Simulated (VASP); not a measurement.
All values below come from LDA (Ceperley-Alder, Perdew-Zunger), VASP's LDA PAW potentials (set 64) (plane waves; VASP).

A VASP calculation is set up with these files.

POSCAR:
```
ZnO
1
    1.6133605416    -2.7944228487     0.0000000000
    1.6133605416     2.7944228487     0.0000000000
    0.0000000000     0.0000000000     5.2147009634
Zn O
2 2
Direct
  0.6666670000   0.3333330000   0.5017674771
  0.3333330000   0.6666670000   0.0017674771
  0.6666670000   0.3333330000   0.8802325229
  0.3333330000   0.6666670000   0.3802325229
```

### KPOINTS
```
Regular mesh
0
G
 10 10 5
```

INCAR:
```
# general
SYSTEM  = ZnO
PREC    = Accurate
ENCUT   = 520
LREAL   = .False.   # projection in real space or not
LASPH   = .True.

# electronic loop
EDIFF   = 1E-7
NELM    = 100   # most electronic steps
ALGO    = Normal
LMAXMIX = 4

# smearing
ISMEAR  = 0
SIGMA   = 0.05   # width (eV)

# ions
IBRION  = 2
NSW     = 30   # most ionic steps
ISIF    = 4
EDIFFG  = -0.01   # ionic stop

# output
LWAVE   = .False.
LCHARG  = .False.
```

POTCAR, in this order: Zn O (LDA.64 set). Program: vasp_std.

Output of the run:

File OUTCAR:
```
 ion  position               nearest neighbor table
   1  0.667  0.333  0.502-   4 1.97   4 1.97   4 1.97   3 1.97
   2  0.333  0.667  0.002-   3 1.97   3 1.97   3 1.97   4 1.97
   3  0.667  0.333  0.880-   2 1.97   2 1.97   2 1.97   1 1.97
   4  0.333  0.667  0.380-   1 1.97   1 1.97   1 1.97   2 1.97
  LATTYP: Found a hexagonal cell.
 ALAT       =     3.2267214467
 C/A-ratio  =     1.6160988947
 Subroutine PRICEL returns:
 Original cell was already a primitive cell.
 Subroutine GETGRP returns: Found 12 space group operations
The static configuration has the point symmetry C_3v.
 The point group associated with its full space group is C_6v.
The dynamic configuration has the point symmetry C_3v.
 Subroutine INISYM returns: Found 12 space group operations
 Subroutine IBZKPT returns following result:
 Found     42 irreducible k-points:

 Following reciprocal coordinates:
            Coordinates               Weight
  0.000000  0.000000  0.000000      1.000000
  0.100000  0.000000  0.000000      6.000000
  0.200000  0.000000  0.000000      6.000000
  0.300000  0.000000  0.000000      6.000000
  0.400000 -0.000000  0.000000      6.000000
...
```

File OSZICAR:
```
       N       E                     dE             d eps       ncg     rms          rms(c)
DAV:   1     0.282108051364E+03    0.28211E+03   -0.19048E+04  1864   0.239E+03
DAV:   2     0.537210361168E+01   -0.27674E+03   -0.26665E+03  1992   0.442E+02
DAV:   3    -0.236484237452E+02   -0.29021E+02   -0.28820E+02  2190   0.153E+02
DAV:   4    -0.241964881315E+02   -0.54806E+00   -0.54764E+00  2004   0.225E+01
DAV:   5    -0.242007863284E+02   -0.42982E-02   -0.42980E-02  2166   0.191E+00    0.152E+01
DAV:   6    -0.210877368209E+02    0.31130E+01   -0.11148E+01  3272   0.725E+01    0.964E+00
DAV:   7    -0.212026694260E+02   -0.11493E+00   -0.23986E+00  2012   0.190E+01    0.566E+00
DAV:   8    -0.212023311670E+02    0.33826E-03   -0.86526E-01  2456   0.870E+00    0.182E+00
DAV:   9    -0.211386145410E+02    0.63717E-01   -0.18713E-01  2902   0.823E+00    0.356E-01
DAV:  10    -0.211415194948E+02   -0.29050E-02   -0.50534E-02  1884   0.170E+00    0.107E-01
DAV:  11    -0.211414087304E+02    0.11076E-03   -0.10216E-03  2192   0.286E-01    0.312E-02
DAV:  12    -0.211414103450E+02   -0.16146E-05   -0.48538E-05  2110   0.851E-02    0.918E-03
DAV:  13    -0.211414133328E+02   -0.29879E-05   -0.74213E-06  2904   0.696E-02    0.137E-02
DAV:  14    -0.211414101953E+02    0.31376E-05   -0.64549E-06  2732   0.386E-02    0.363E-03
DAV:  15    -0.211414102035E+02   -0.82555E-08   -0.11004E-06  1884   0.848E-03    0.217E-03
DAV:  16    -0.211414101151E+02    0.88417E-07   -0.21782E-07  1354   0.458E-03
   1 F= -.21141410E+02 E0= -.21141410E+02  d E =-.211414E+02
```

File OUTCAR:
```
------------------------ aborting loop because EDIFF is reached ----------------------------------------
  FORCE on cell =-STRESS in cart. coord.  units (eV):
  Direction    XX          YY          ZZ          XY          YZ          ZX
  --------------------------------------------------------------------------------------
  Total       -1.2823311     -1.2823315     -1.2603805      0.0000000      0.0000000      0.0000000
  in kB      -43.6946040    -43.6946171    -42.9466501      0.0000000      0.0000000      0.0000000
  external PRESSURE =     -43.4452904 kB  Pullay stress =       0.0000000 kB
  volume of cell :       47.02
      direct lattice vectors                 reciprocal lattice vectors
     1.613360542 -2.794422849  0.000000000     0.309912129 -0.178927824  0.000000000
     1.613360542  2.794422849  0.000000000     0.309912129  0.178927824  0.000000000
     0.000000000  0.000000000  5.214700963     0.000000000  0.000000000  0.191765550
  FREE ENERGIE OF THE ION-ELECTRON SYSTEM (eV)
  ---------------------------------------------------
  free  energy   TOTEN  =       -21.1414101151 eV

  energy  without entropy=      -21.1414101151  energy(sigma->0) =      -21.14141012

 reached required accuracy - stopping structural energy minimisation
```
(Selected blocks of OUTCAR.)

**OUTCAR**
```
 val. band max:        0.9972247497   @ k =   0.0000   0.0000   0.0000

 cond. band min:       1.7480617992   @ k =   0.0000   0.0000   0.0000


 Fermi energy:         1.2507520431

 k-point     1 :       0.0000    0.0000    0.0000
  band No.  band energies     occupation
      1     -16.9113      2.00000
      2     -16.1287      2.00000
      3      -4.8397      2.00000
      4      -4.8397      2.00000
      5      -4.8265      2.00000
      6      -4.8049      2.00000
      7      -4.6422      2.00000
      8      -4.6422      2.00000
      9      -3.6343      2.00000
     10      -3.6343      2.00000
     11      -3.4151      2.00000
     12      -3.4151      2.00000
     13      -3.1263      2.00000
     14       0.1793      2.00000
     15       0.1793      2.00000
     16       0.9051      2.00000
     17       0.9972      2.00000
     18       0.9972      2.00000
     19       1.7481      0.00000
     20       6.1528      0.00000
     21       9.0806      0.00000
     22      13.7732      0.00000

 k-point     2 :       0.1000    0.0000    0.0000
  band No.  band energies     occupation
      1     -16.8517      2.00000
      2     -16.1018      2.00000
      3      -4.9094      2.00000
      4      -4.8074      2.00000
      5      -4.7699      2.00000
      6      -4.7434      2.00000
      7      -4.6428      2.00000
      8      -4.5961      2.00000
      9      -3.6590      2.00000
     10      -3.6376      2.00000
     11      -3.4099      2.00000
     12      -3.3734      2.00000
     13      -3.1389      2.00000
     14      -0.1970      2.00000
     15       0.0416      2.00000
     16       0.3745      2.00000
     17       0.8373      2.00000
     18       0.9240      2.00000
     19       2.4969      0.00000
     20       6.5745      0.00000
     21       9.0734      0.00000
     22      12.7568      0.00000

 k-point     3 :       0.2000    0.0000    0.0000
  band No.  band energies     occupation
      1     -16.6884      2.00000
...
```

The compound is ZnO in the wurtzite structure. This cell is one point of a volume scan, at 1.03 of the reference volume.
